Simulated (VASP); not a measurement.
All values below come from LDA (Ceperley-Alder, Perdew-Zunger), VASP's LDA PAW potentials (set 64) (plane waves; VASP).

A VASP calculation is set up with these files.

### INCAR
```
SYSTEM = K
PREC = Accurate
ENCUT = 400
EDIFF = 1E-6
NELM = 100
ALGO = Normal
LREAL = .FALSE.
LASPH = .TRUE.
ISMEAR = 1
SIGMA = 0.1
LWAVE = .FALSE.
LCHARG = .FALSE.
IBRION = 2
ISIF = 3
NSW = 60
EDIFFG = -0.01
```

KPOINTS:
```
K-points
0
Gamma
9 9 9
```

POSCAR:
```
K
1
   -2.5207137189     2.5207137189     2.5207137189
    2.5207137189    -2.5207137189     2.5207137189
    2.5207137189     2.5207137189    -2.5207137189
K
1
Direct
  0.0000000000   0.0000000000   0.0000000000
```

POTCAR, in this order: K_sv (LDA.64 set). Program: vasp_std.

Task: What will the output report for the number of irreducible k-points (NKPTS), largest plane-wave count, number of space-group operations, FFT grid (NGX, NGY, NGZ)?

Result: 
```
Quantity                                      Result
--------------------------------------  ------------
number of irreducible k-points (NKPTS)            35
largest plane-wave count                        1183
number of space-group operations                  48
FFT grid (NGX, NGY, NGZ)                28 × 28 × 28
```

The compound is K in the bcc structure. It was relaxed first, which changed the volume by -13 %. The start is the result of an earlier pass.
